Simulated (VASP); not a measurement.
A run of VASP 6.6.1:

File INCAR:

```
SYSTEM = Rb2NaFeF6
ALGO = Normal
EDIFF = 1E-6
ENCUT = 520
GGA = PS
ISIF = 2
ISMEAR = -1
LASPH = .True.
LCHARG = .True.
LELF = .True.
LREAL = .False.
LVHAR = .True.
LWAVE = .False.
NBANDS = 48
NELECT = 74.0
NELM = 60
PREC = Accurate
SIGMA = 0.1
```

Contents of KPOINTS:

```
k-points
0
Gamma
  4 4 4
  0 0 0
```

POSCAR

```
Rb2NaFeF6
1.0
    0.0000000000      4.2311900000      4.2311900000
    4.2311900000      0.0000000000      4.2311900000
    4.2311900000      4.2311900000      0.0000000000
Fe F Rb Na
1 6 2 1
Direct
    0.0000000000      0.0000000000      0.0000000000
    0.7716000000      0.2284000000      0.2284000000
    0.2284000000      0.7716000000      0.2284000000
    0.2284000000      0.7716000000      0.7716000000
    0.7716000000      0.2284000000      0.7716000000
    0.2284000000      0.2284000000      0.7716000000
    0.7716000000      0.7716000000      0.2284000000
    0.2500000000      0.2500000000      0.2500000000
    0.7500000000      0.7500000000      0.7500000000
    0.5000000000      0.5000000000      0.5000000000
```

Potentials or basis: VASP PAW PBE potentials, release 64 (Fe, F, Rb_sv, Na_pv).

Run with:

```bash
$ cat potpaw_PBE.64/Fe/POTCAR potpaw_PBE.64/F/POTCAR potpaw_PBE.64/Rb_sv/POTCAR potpaw_PBE.64/Na_pv/POTCAR > POTCAR
$ mpirun -np 1 vasp_std > vasp.out
```

Hardware: 1 thread of AMD EPYC 9R45 96-Core Processor (Zen 5), with other jobs on the host.

Q: How long does it take, and how much memory?

A: Wall time 63 s on 1 thread of AMD EPYC 9R45 96-Core Processor (Zen 5), on a shared host, peak memory 0.32 GiB. Counts: scf iterations 16, k points 8.
